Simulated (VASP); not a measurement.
Input:

```
CELL_PARAMETERS angstrom
      1.88221    -3.26008     0.00000
      1.88221     3.26008     0.00000
      0.00000     0.00000     6.39615
ATOMIC_POSITIONS crystal
  Sn 0.00000 0.00000 0.00000
  Se 0.33333 0.66667 0.24114
  Se 0.66667 0.33333 0.75886
```

The numbers are results of r2SCAN meta-GGA, VASP's PBE PAW potentials (set 64) (plane waves; VASP 6.6.1), not measurements. Run with 520 eV cut-off, 7×7×4 Γ-centred mesh, Gaussian smearing of 0.050 eV, potentials Sn_d Se.

Question: The ions and cell shape at fixed volume are relaxed. What does this cell relax into?

Answer: 
```
CELL_PARAMETERS angstrom
      1.91162    -3.31103     0.00000
      1.91162     3.31103     0.00000
      0.00000     0.00000     6.20082
ATOMIC_POSITIONS crystal
  Sn 0.00000 0.00000 0.00000
  Se 0.33333 0.66667 0.25382
  Se 0.66667 0.33333 0.74618
```
Space group P-3m1 (164), at a tolerance of 0.03 Å.

Question: How much energy does the relaxation gain?

Answer: The energy (σ→0) changes by -16.9 meV/atom, in 5 ionic steps.

The compound is SnSe2 in the 1T layered structure. This cell is one point of a volume scan, at 0.94 of the reference volume. Symmetry was kept, so distortions that lower it aren't found.
